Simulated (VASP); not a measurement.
Calculation: PBE GGA, VASP's PBE PAW potentials (set 64) (plane waves; VASP).

Input for VASP

### INCAR
```
ALGO  =  Normal
EDIFF  =  1E-7
ENCUT  =  600
GGA  =  PE
ISIF  =  2
ISMEAR  =  0
LASPH  =  .TRUE.
LCHARG  =  .FALSE.
LREAL  =  .FALSE.
LWAVE  =  .FALSE.
NELM  =  100
PREC  =  Accurate
SIGMA  =  0.05
SYSTEM  =  BN
```

POSCAR:
```
BN
1
    1.2564379812    -2.1762148128     0.0000000000
    1.2564379812     2.1762148128     0.0000000000
    0.0000000000     0.0000000000     7.4953629481
B N
2 2
Direct
  0.3333330000   0.6666670000   0.2500000000
  0.6666670000   0.3333330000   0.7500000000
  0.6666670000   0.3333330000   0.2500000000
  0.3333330000   0.6666670000   0.7500000000
```

**KPOINTS**
```
Regular mesh
0
gamma
 10 10 4
0 0 0
```

POTCAR, in this order: B N (PBE.64 set). Program: vasp_std.

Without a dispersion term in the relaxation, distances and binding between the weakly bound layers, chains or molecules are unreliable, and so is what depends on them.

**Question.** What does the run give for the energy per atom (σ→0)?

**Answer.** 
```
Item                           Result
---------------------  --------------
energy per atom (σ→0)  -8.802 eV/atom
```

### OSZICAR
```
...
DAV:   9    -0.352046684146E+02    0.37990E-02   -0.16029E-02  1196   0.116E+00    0.188E-01
DAV:  10    -0.352061073587E+02   -0.14389E-02   -0.16247E-03  1208   0.354E-01    0.442E-02
DAV:  11    -0.352062836118E+02   -0.17625E-03   -0.23970E-04  1196   0.151E-01    0.277E-02
DAV:  12    -0.352062831701E+02    0.44168E-06   -0.56325E-05  1192   0.671E-02    0.513E-03
DAV:  13    -0.352062835028E+02   -0.33269E-06   -0.28382E-06  1288   0.150E-02    0.129E-03
DAV:  14    -0.352062836598E+02   -0.15699E-06   -0.24512E-07  1168   0.452E-03    0.508E-04
DAV:  15    -0.352062836579E+02    0.19218E-08   -0.72247E-09   860   0.819E-04
   1 F= -.35206284E+02 E0= -.35206284E+02  d E =-.285294E-19
```

The compound is BN in the hex structure. This cell was strained or had an atom moved on purpose.
